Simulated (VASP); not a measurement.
OSZICAR of a VASP run on HfN (rock salt):

File OSZICAR:
```
       N       E                     dE             d eps       ncg     rms          rms(c)
DAV:   1     0.359546167232E+02    0.35955E+02   -0.82872E+03  1848   0.128E+03
DAV:   2    -0.226749891205E+02   -0.58630E+02   -0.55161E+02  2423   0.249E+02
DAV:   3    -0.247446665906E+02   -0.20697E+01   -0.20571E+01  2405   0.409E+01
DAV:   4    -0.247612782945E+02   -0.16612E-01   -0.16367E-01  2179   0.368E+00
DAV:   5    -0.247615536580E+02   -0.27536E-03   -0.27459E-03  2373   0.344E-01    0.491E+01
DAV:   6    -0.218366359361E+02    0.29249E+01   -0.15525E+01  2160   0.282E+01    0.411E+01
DAV:   7    -0.217773922009E+02    0.59244E-01   -0.68928E-01  2106   0.759E+00    0.264E+01
DAV:   8    -0.217656416049E+02    0.11751E-01   -0.13396E-01  2170   0.341E+00    0.617E+00
DAV:   9    -0.217548826152E+02    0.10759E-01   -0.61984E-02  2183   0.173E+00    0.154E+00
DAV:  10    -0.217544697795E+02    0.41284E-03   -0.23117E-03  2167   0.444E-01    0.339E-01
DAV:  11    -0.217544742236E+02   -0.44441E-05   -0.23553E-04  2296   0.136E-01    0.538E-02
DAV:  12    -0.217544706776E+02    0.35460E-05   -0.14525E-05  2237   0.363E-02    0.360E-02
DAV:  13    -0.217544703825E+02    0.29514E-06   -0.57168E-07  1167   0.836E-03
   1 F= -.22317806E+02 E0= -.22317704E+02  d E =-.223178E+02
       N       E                     dE             d eps       ncg     rms          rms(c)
DAV:   1    -0.217613724445E+02   -0.69018E-02   -0.71348E-01  1848   0.869E+00    0.285E+00
DAV:   2    -0.217417256075E+02    0.19647E-01   -0.32203E-02  1938   0.172E+00    0.131E+00
DAV:   3    -0.217359180794E+02    0.58075E-02   -0.12333E-02  2058   0.109E+00    0.815E-01
DAV:   4    -0.217357340191E+02    0.18406E-03   -0.69851E-04  2329   0.267E-01    0.509E-01
DAV:   5    -0.217357265138E+02    0.75053E-05   -0.72410E-05  2175   0.713E-02    0.540E-02
DAV:   6    -0.217357269546E+02   -0.44079E-06   -0.75808E-06  2303   0.269E-02
   2 F= -.22314731E+02 E0= -.22314608E+02  d E =0.307584E-02
       N       E                     dE             d eps       ncg     rms          rms(c)
DAV:   1    -0.217611964485E+02   -0.25470E-01   -0.30245E-01  1851   0.565E+00    0.186E+00
DAV:   2    -0.217528750255E+02    0.83214E-02   -0.13920E-02  1920   0.113E+00    0.861E-01
DAV:   3    -0.217504025251E+02    0.24725E-02   -0.52854E-03  2055   0.706E-01    0.540E-01
DAV:   4    -0.217503184816E+02    0.84043E-04   -0.31227E-04  2314   0.178E-01    0.332E-01
DAV:   5    -0.217503046153E+02    0.13866E-04   -0.34012E-05  2198   0.491E-02    0.333E-02
DAV:   6    -0.217503035692E+02    0.10461E-05   -0.31818E-06  2166   0.177E-02    0.844E-03
DAV:   7    -0.217503037417E+02   -0.17242E-06   -0.12526E-07  1074   0.385E-03
   3 F= -.22319028E+02 E0= -.22318919E+02  d E =-.122165E-02
```

Task: Which electronic solver shows in the log?

Result: It is blocked Davidson (ALGO = Normal, or the opening steps of other solvers). The INCAR had ALGO = Normal.

Task: Can the final energy be trusted as converged?

Result: Self-consistency was reached. It stopped with EDIFF = 1E-6, NELM = 100, NSW = 60 and EDIFFG = -0.01 after 3 ionic steps (PBE GGA with D4 dispersion, plane waves, VASP's PBE PAW potentials (set 64)).

The compound is HfN in the rock salt structure. This run relaxes it. Symmetry was kept, so distortions that lower it aren't found. The electron count is odd and the run is not spin-polarised, which forces a metal.
